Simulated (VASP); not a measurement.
These are vdW-DF2, VASP's PBE PAW potentials (set 64) (plane waves; VASP) values and carry that method's errors.

Input for VASP

**KPOINTS**
```
k-points along high-symmetry lines
15
Line-mode
Reciprocal
  0.000000   0.000000   0.000000 ! GAMMA
  0.000000   0.500000   0.000000 ! X

  0.000000   0.500000   0.000000 ! X
  0.500000   0.500000   0.000000 ! M

  0.500000   0.500000   0.000000 ! M
  0.000000   0.000000   0.000000 ! GAMMA

  0.000000   0.000000   0.000000 ! GAMMA
  0.500000   0.500000   0.500000 ! R

  0.500000   0.500000   0.500000 ! R
  0.000000   0.500000   0.000000 ! X

  0.500000   0.500000   0.500000 ! R
  0.500000   0.500000   0.000000 ! M
```

INCAR:
```
SYSTEM = CsPbBr3
PREC = Accurate
ENCUT = 520
EDIFF = 1E-7
NELM = 100
ALGO = Normal
LREAL = .FALSE.
LASPH = .TRUE.
ISMEAR = 0
SIGMA = 0.05
GGA = ML
ZAB_VDW = -1.8867
LUSE_VDW = .TRUE.
AGGAC = 0.0
LMAXMIX = 4
LWAVE = .FALSE.
LCHARG = .FALSE.
LORBIT = 11
ICHARG = 11
```

**POSCAR**
```
CsPbBr3
12.181560
  0.5000000156   0.0000000000   0.0000000000
  0.0000000000   0.5000000156   0.0000000000
  0.0000000000   0.0000000000   0.5000000156
Cs Pb Br
1 1 3
Cartesian
  0.0000000000   0.0000000000   0.0000000000
  0.2500000078   0.2500000078   0.2500000078
  0.2500000078   0.0000000000   0.2500000078
  0.0000000000   0.2500000078   0.2500000078
  0.2500000078   0.2500000078   0.0000000000
```

POTCAR, in this order: Cs_sv Pb_d Br (PBE.64 set). Program: vasp_std. Read from the step before: CHGCAR.

The resulting files:

**OSZICAR**
```
       N       E                     dE             d eps       ncg     rms          rms(c)
DAV:   1     0.404126537147E+03    0.40413E+03   -0.18570E+04  4680   0.147E+03
DAV:   2     0.470420439691E+02   -0.35708E+03   -0.34963E+03  5668   0.323E+02
DAV:   3    -0.264898808517E+01   -0.49691E+02   -0.48903E+02  5914   0.130E+02
DAV:   4    -0.458881143493E+01   -0.19398E+01   -0.19359E+01  5546   0.332E+01
DAV:   5    -0.465864515051E+01   -0.69834E-01   -0.69798E-01  6118   0.558E+00
DAV:   6    -0.466121106168E+01   -0.25659E-02   -0.25656E-02  6342   0.111E+00
DAV:   7    -0.466128309135E+01   -0.72030E-04   -0.72026E-04  6266   0.153E-01
DAV:   8    -0.466128602256E+01   -0.29312E-05   -0.29312E-05  6746   0.305E-02
DAV:   9    -0.466128604076E+01   -0.18191E-07   -0.18247E-07  4782   0.214E-03
   1 F= -.46612860E+01 E0= -.46612860E+01  d E =-.243476E-17
```

File OUTCAR:
```
 val. band max:       -0.0742942196   @ k =   0.5000   0.5000   0.5000

 cond. band min:       1.8755320595   @ k =   0.5000   0.5000   0.5000



 k-point     1 :       0.0000    0.0000    0.0000
  band No.  band energies     occupation
      1     -21.0053      2.00000
      2     -16.5174      2.00000
      3     -16.5174      2.00000
      4     -16.4266      2.00000
      5     -16.4266      2.00000
      6     -16.4266      2.00000
      7     -14.0257      2.00000
      8     -13.5542      2.00000
      9     -13.5542      2.00000
     10      -7.7761      2.00000
     11      -7.7761      2.00000
     12      -7.7761      2.00000
     13      -6.8621      2.00000
     14      -3.3634      2.00000
     15      -3.3634      2.00000
     16      -3.3634      2.00000
     17      -1.4709      2.00000
     18      -1.4709      2.00000
     19      -1.4709      2.00000
     20      -1.3899      2.00000
     21      -1.3899      2.00000
     22      -1.3899      2.00000
     23       3.0174      0.00000
     24       4.3346      0.00000
     25       4.3346      0.00000
     26       5.2657      0.00000

 k-point     2 :       0.0000    0.0357    0.0000
  band No.  band energies     occupation
      1     -21.0053      2.00000
      2     -16.5174      2.00000
      3     -16.5170      2.00000
      4     -16.4266      2.00000
      5     -16.4266      2.00000
      6     -16.4266      2.00000
      7     -14.0247      2.00000
      8     -13.5559      2.00000
      9     -13.5542      2.00000
     10      -7.7760      2.00000
     11      -7.7760      2.00000
     12      -7.7760      2.00000
     13      -6.8701      2.00000
     14      -3.3624      2.00000
     15      -3.3624      2.00000
     16      -3.3446      2.00000
     17      -1.4723      2.00000
     18      -1.4721      2.00000
     19      -1.4721      2.00000
     20      -1.3917      2.00000
     21      -1.3912      2.00000
     22      -1.3912      2.00000
     23       3.0292      0.00000
...
```

The density is held fixed in this step, so its total energy and stress have no physical meaning. Unless said otherwise, spin-orbit coupling is left out, though it shifts the bands of the heavy elements here.

The compound is CsPbBr3 in the cubic perovskite structure, the ideal cubic form; the compound distorts at low or room temperature. It was relaxed first, which changed the volume by +12 %.
